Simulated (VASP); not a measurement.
These are LDA (Ceperley-Alder, Perdew-Zunger), VASP's LDA PAW potentials (set 64) (plane waves; VASP) values and carry that method's errors.

A VASP calculation is set up with these files.

File QPOINTS:
```
k-points along high-symmetry lines
8
Line-mode
Cartesian
  0.000000   0.000000   0.000000 ! GAMMA
  0.112332   0.064855   0.000000 ! M

  0.112332   0.064855   0.000000 ! M
  0.074888   0.129710   0.000000 ! K

  0.074888   0.129710   0.000000 ! K
  0.000000   0.000000   0.000000 ! GAMMA

  0.000000   0.000000   0.000000 ! GAMMA
  0.000000   0.000000   0.066404 ! A

  0.000000   0.000000   0.066404 ! A
  0.112332   0.064855   0.066404 ! L

  0.112332   0.064855   0.066404 ! L
  0.074888   0.129710   0.066404 ! H

  0.074888   0.129710   0.066404 ! H
  0.000000   0.000000   0.066404 ! A

  0.112332   0.064855   0.066404 ! L
  0.112332   0.064855   0.000000 ! M

  0.074888   0.129710   0.066404 ! H
  0.074888   0.129710   0.000000 ! K
```

INCAR:
```
# general
SYSTEM          =Ba(CdAs)2
PREC            =Accurate
ENCUT           =400
LREAL           =.FALSE.
LASPH           =.TRUE.   # aspherical one-centre terms

# electronic loop
EDIFF           =1E-7   # SCF stop (eV)
NELM            =100
ALGO            =Normal
LMAXMIX         =4   # l cut-off of mixed one-centre charges

# smearing
ISMEAR          =0   # Gaussian
SIGMA           =0.05   # width (eV)

# ions
IBRION          =6
NSW             =1   # most ionic steps
ISIF            =2
POTIM           =0.015   # step
NFREE           =2

# output
LWAVE           =.FALSE.
LCHARG          =.FALSE.

# other
LPHON_DISPERSION=.TRUE.
```

**KPOINTS**
```
Automatic mesh
0
Gamma
3 3 3
0 0 0
```

**POSCAR**
```
Ba(CdAs)2
1
    8.9021529126     0.0000000000     0.0000000000
   -4.4510764562     7.7094914008     0.0000000000
    0.0000000000     0.0000000000     7.5296199528
Ba Cd As
4 8 8
Direct
  0.0000000000   0.0000000000   0.0000000000
  0.0000000000   0.5000000000   0.0000000000
  0.5000000000   0.0000000000   0.0000000000
  0.5000000000   0.5000000000   0.0000000000
  0.3333335000   0.1666665000   0.3700592683
  0.3333335000   0.6666665000   0.3700592683
  0.8333335000   0.1666665000   0.3700592683
  0.8333335000   0.6666665000   0.3700592683
  0.1666665000   0.3333335000   0.6299407317
  0.1666665000   0.8333335000   0.6299407317
  0.6666665000   0.3333335000   0.6299407317
  0.6666665000   0.8333335000   0.6299407317
  0.3333335000   0.1666665000   0.7381039204
  0.3333335000   0.6666665000   0.7381039204
  0.8333335000   0.1666665000   0.7381039204
  0.8333335000   0.6666665000   0.7381039204
  0.1666665000   0.3333335000   0.2618960796
  0.1666665000   0.8333335000   0.2618960796
  0.6666665000   0.3333335000   0.2618960796
  0.6666665000   0.8333335000   0.2618960796
```

POTCAR, in this order: Ba_sv Cd As (LDA.64 set). Program: vasp_std.

The run wrote:

**OSZICAR**
```
...
   4 F= -.76925579E+02 E0= -.76925576E+02  d E =-.684333E-05
       N       E                     dE             d eps       ncg     rms          rms(c)
DAV:   1    -0.769227828275E+02    0.27964E-02   -0.13498E+00  1471   0.188E+00    0.246E-01
DAV:   2    -0.769255392147E+02   -0.27564E-02   -0.38793E-02  1660   0.415E-01    0.988E-02
DAV:   3    -0.769255867491E+02   -0.47534E-04   -0.19236E-03  2203   0.787E-02    0.401E-02
DAV:   4    -0.769255793365E+02    0.74127E-05   -0.97692E-05  1668   0.258E-02    0.147E-02
DAV:   5    -0.769255792051E+02    0.13131E-06   -0.63131E-06  1739   0.831E-03    0.774E-03
DAV:   6    -0.769255792586E+02   -0.53500E-07   -0.21641E-06  1748   0.573E-03    0.243E-03
DAV:   7    -0.769255792946E+02   -0.36000E-07   -0.24352E-07  1212   0.197E-03
   5 F= -.76925579E+02 E0= -.76925576E+02  d E =-.684331E-05
       N       E                     dE             d eps       ncg     rms          rms(c)
DAV:   1    -0.769238702327E+02    0.17090E-02   -0.25933E+00  2940   0.454E+00    0.166E-01
DAV:   2    -0.769255313537E+02   -0.16611E-02   -0.20284E-02  3328   0.426E-01    0.725E-02
DAV:   3    -0.769255279993E+02    0.33543E-05   -0.61259E-04  4016   0.606E-02    0.414E-02
DAV:   4    -0.769255154902E+02    0.12509E-04   -0.53293E-05  3344   0.221E-02    0.138E-02
DAV:   5    -0.769255153454E+02    0.14489E-06   -0.58772E-06  3408   0.879E-03    0.536E-03
DAV:   6    -0.769255152747E+02    0.70697E-07   -0.95337E-07  3168   0.343E-03
   6 F= -.76925515E+02 E0= -.76925512E+02  d E =-.685789E-05
       N       E                     dE             d eps       ncg     rms          rms(c)
DAV:   1    -0.769230972273E+02    0.24181E-02   -0.67076E+00  2940   0.683E+00    0.197E-01
DAV:   2    -0.769255891756E+02   -0.24919E-02   -0.27489E-02  3336   0.506E-01    0.970E-02
DAV:   3    -0.769255451468E+02    0.44029E-04   -0.36705E-04  3416   0.642E-02    0.639E-02
DAV:   4    -0.769255161377E+02    0.29009E-04   -0.87994E-05  3304   0.324E-02    0.199E-02
DAV:   5    -0.769255163146E+02   -0.17683E-06   -0.13298E-05  3440   0.132E-02    0.723E-03
DAV:   6    -0.769255159405E+02    0.37406E-06   -0.35419E-06  2999   0.557E-03    0.312E-03
DAV:   7    -0.769255158904E+02    0.50082E-07   -0.28632E-07  2456   0.205E-03
   7 F= -.76925516E+02 E0= -.76925512E+02  d E =-.685731E-05
       N       E                     dE             d eps       ncg     rms          rms(c)
DAV:   1    -0.769238783105E+02    0.16376E-02   -0.45249E+00  1470   0.565E+00    0.125E-01
DAV:   2    -0.769255010640E+02   -0.16228E-02   -0.16959E-02  1668   0.392E-01    0.651E-02
DAV:   3    -0.769255029263E+02   -0.18623E-05   -0.17833E-04  1724   0.433E-02    0.429E-02
DAV:   4    -0.769255157569E+02   -0.12831E-04   -0.41321E-05  1636   0.245E-02    0.101E-02
DAV:   5    -0.769255264451E+02   -0.10688E-04   -0.93935E-06  1740   0.113E-02    0.510E-03
DAV:   6    -0.769255282502E+02   -0.18051E-05   -0.22397E-06  1595   0.458E-03    0.263E-03
DAV:   7    -0.769255306101E+02   -0.23599E-05   -0.61677E-07  1476   0.475E-03    0.892E-04
DAV:   8    -0.769255324799E+02   -0.18697E-05   -0.87958E-07  1644   0.467E-03    0.753E-04
DAV:   9    -0.769255328363E+02   -0.35641E-06   -0.51674E-07  1316   0.316E-03    0.348E-04
DAV:  10    -0.769255331680E+02   -0.33168E-06   -0.16701E-07  1116   0.246E-03    0.388E-04
DAV:  11    -0.769255331214E+02    0.46599E-07   -0.11395E-07   881   0.148E-03
   8 F= -.76925533E+02 E0= -.76925530E+02  d E =-.705193E-05
       N       E                     dE             d eps       ncg     rms          rms(c)
DAV:   1    -0.769225559464E+02    0.29772E-02   -0.90658E+00  1470   0.774E+00    0.223E-01
DAV:   2    -0.769257617905E+02   -0.32058E-02   -0.35709E-02  1652   0.563E-01    0.962E-02
DAV:   3    -0.769257073784E+02    0.54412E-04   -0.47945E-04  1676   0.760E-02    0.659E-02
DAV:   4    -0.769256687959E+02    0.38582E-04   -0.83081E-05  1628   0.348E-02    0.255E-02
DAV:   5    -0.769256655727E+02    0.32232E-05   -0.31432E-05  1668   0.192E-02    0.788E-03
DAV:   6    -0.769256653413E+02    0.23141E-06   -0.55219E-06  1658   0.833E-03    0.432E-03
DAV:   7    -0.769256652553E+02    0.85975E-07   -0.43319E-07  1372   0.225E-03
   9 F= -.76925665E+02 E0= -.76925662E+02  d E =-.666198E-05
       N       E                     dE             d eps       ncg     rms          rms(c)
DAV:   1    -0.769241039740E+02    0.15614E-02   -0.23792E+00  2940   0.404E+00    0.151E-01
DAV:   2    -0.769252899226E+02   -0.11859E-02   -0.13323E-02  3312   0.343E-01    0.611E-02
DAV:   3    -0.769252633828E+02    0.26540E-04   -0.19764E-04  3480   0.444E-02    0.373E-02
DAV:   4    -0.769252538599E+02    0.95230E-05   -0.41529E-05  3344   0.223E-02    0.804E-03
DAV:   5    -0.769252542576E+02   -0.39778E-06   -0.78585E-06  3328   0.109E-02    0.507E-03
DAV:   6    -0.769252541955E+02    0.62115E-07   -0.34396E-07  2672   0.265E-03
  10 F= -.76925254E+02 E0= -.76925251E+02  d E =-.686404E-05
       N       E                     dE             d eps       ncg     rms          rms(c)
DAV:   1    -0.769246829545E+02    0.57130E-03   -0.34404E-01  2950   0.106E+00    0.227E-01
DAV:   2    -0.769253441337E+02   -0.66118E-03   -0.10089E-02  3312   0.238E-01    0.915E-02
DAV:   3    -0.769252623558E+02    0.81778E-04   -0.31621E-04  3448   0.493E-02    0.435E-02
DAV:   4    -0.769252554307E+02    0.69251E-05   -0.59626E-05  3344   0.241E-02    0.144E-02
DAV:   5    -0.769252548398E+02    0.59087E-06   -0.82634E-06  3280   0.855E-03    0.373E-03
DAV:   6    -0.769252548429E+02   -0.30450E-08   -0.69121E-07  2928   0.259E-03
  11 F= -.76925255E+02 E0= -.76925251E+02  d E =-.686376E-05
       N       E                     dE             d eps       ncg     rms          rms(c)
DAV:   1    -0.769249713648E+02    0.28348E-03   -0.23141E-01  1470   0.872E-01    0.146E-01
DAV:   2    -0.769254135777E+02   -0.44221E-03   -0.66943E-03  1660   0.179E-01    0.654E-02
DAV:   3    -0.769253111218E+02    0.10246E-03   -0.18308E-04  1756   0.362E-02    0.322E-02
DAV:   4    -0.769252426424E+02    0.68479E-04   -0.42747E-05  1668   0.191E-02    0.911E-03
DAV:   5    -0.769252189031E+02    0.23739E-04   -0.85310E-06  1652   0.918E-03    0.317E-03
DAV:   6    -0.769252091478E+02    0.97553E-05   -0.24479E-06  1740   0.513E-03    0.175E-03
DAV:   7    -0.769252030591E+02    0.60887E-05   -0.75852E-07  1387   0.380E-03    0.845E-04
DAV:   8    -0.769251975844E+02    0.54747E-05   -0.10475E-06  1371   0.517E-03    0.477E-04
DAV:   9    -0.769251965769E+02    0.10075E-05   -0.70684E-07  1676   0.315E-03    0.552E-04
DAV:  10    -0.769251967970E+02   -0.22008E-06   -0.11943E-07  1026   0.169E-03    0.181E-04
DAV:  11    -0.769251971138E+02   -0.31685E-06   -0.57404E-08   881   0.913E-04    0.196E-04
DAV:  12    -0.769251973199E+02   -0.20604E-06   -0.19954E-08   849   0.500E-04    0.812E-05
DAV:  13    -0.769251977448E+02   -0.42492E-06   -0.12511E-08   849   0.355E-04    0.431E-05
DAV:  14    -0.769251978232E+02   -0.78415E-07   -0.58948E-09   809   0.197E-04
  12 F= -.76925198E+02 E0= -.76925195E+02  d E =-.658591E-05
       N       E                     dE             d eps       ncg     rms          rms(c)
DAV:   1    -0.769247981771E+02    0.39957E-03   -0.46283E-01  1472   0.115E+00    0.241E-01
DAV:   2    -0.769257537534E+02   -0.95558E-03   -0.14179E-02  1643   0.258E-01    0.835E-02
DAV:   3    -0.769256546316E+02    0.99122E-04   -0.41637E-04  1716   0.584E-02    0.427E-02
DAV:   4    -0.769256402107E+02    0.14421E-04   -0.90240E-05  1698   0.298E-02    0.175E-02
DAV:   5    -0.769256400573E+02    0.15341E-06   -0.97504E-06  1651   0.991E-03    0.681E-03
DAV:   6    -0.769256398457E+02    0.21162E-06   -0.12527E-06  1787   0.332E-03    0.240E-03
DAV:   7    -0.769256398213E+02    0.24318E-07   -0.10328E-07   962   0.151E-03
  13 F= -.76925640E+02 E0= -.76925636E+02  d E =-.713180E-05
```

**OUTCAR**
```
------------------------ aborting loop because EDIFF is reached ----------------------------------------
  FORCE on cell =-STRESS in cart. coord.  units (eV):
  Direction    XX          YY          ZZ          XY          YZ          ZX
  --------------------------------------------------------------------------------------
  Total        0.3674878      0.3674879      0.4086390      0.0000000      0.0000000      0.0000000
  in kB        1.1393566      1.1393568      1.2669415      0.0000000      0.0000000      0.0000000
  external PRESSURE =       1.1818850 kB  Pullay stress =       0.0000000 kB
  volume of cell :      516.77
      direct lattice vectors                 reciprocal lattice vectors
     8.902152913  0.000000000  0.000000000     0.112332377  0.064855121  0.000000000
    -4.451076456  7.709491401  0.000000000     0.000000000  0.129710243  0.000000000
     0.000000000  0.000000000  7.529619953     0.000000000  0.000000000  0.132808828
 POSITION                                       TOTAL-FORCE (eV/Angst)
 -----------------------------------------------------------------------------------
      0.00000      0.00000      0.00000         0.009348      0.005397     -0.004076
     -2.22554      3.85475      0.00000        -0.000000      0.000000      0.001644
      4.45108      0.00000      0.00000        -0.009348      0.005397     -0.004076
      2.22554      3.85475      0.00000        -0.000000     -0.010795     -0.004076
      2.22554      1.28491      2.78641        -0.000000      0.000000     -0.033736
      0.00000      5.13966      2.78641        -0.000777     -0.000449     -0.004917
      6.67662      1.28491      2.78641         0.000000      0.000897     -0.004917
      4.45108      5.13966      2.78641         0.000777     -0.000449     -0.004917
     -0.00000      2.56983      4.74321        -0.012512      0.007224      0.000370
     -2.22554      6.42458      4.74321        -0.000000     -0.014448      0.000370
      4.45107      2.56983      4.74321         0.012512      0.007224      0.000370
      2.22554      6.42458      4.74321        -0.000000      0.000000      0.004137
      2.22554      1.28491      5.54264        -0.000000      0.000000      0.070414
      0.00000      5.13966      5.55764         0.000753      0.000434     -0.015049
      6.67662      1.28491      5.55764        -0.000000     -0.000869     -0.015049
      4.45108      5.13966      5.55764        -0.000753      0.000434     -0.015049
     -0.00000      2.56983      1.97198        -0.003483      0.002011      0.006011
     -2.22554      6.42458      1.97198        -0.000000     -0.004022      0.006011
      4.45107      2.56983      1.97198         0.003483      0.002011      0.006011
      2.22554      6.42458      1.97198        -0.000000      0.000000      0.010525
 -----------------------------------------------------------------------------------
    total drift:                               -0.000001      0.000001      0.000192
  FREE ENERGIE OF THE ION-ELECTRON SYSTEM (eV)
  ---------------------------------------------------
  free  energy   TOTEN  =       -76.9256398213 eV

  energy  without entropy=      -76.9256326895  energy(sigma->0) =      -76.92563626
```
(Selected blocks of OUTCAR.)

The cell is a supercell, built from a database entry that may be metastable or hypothetical.
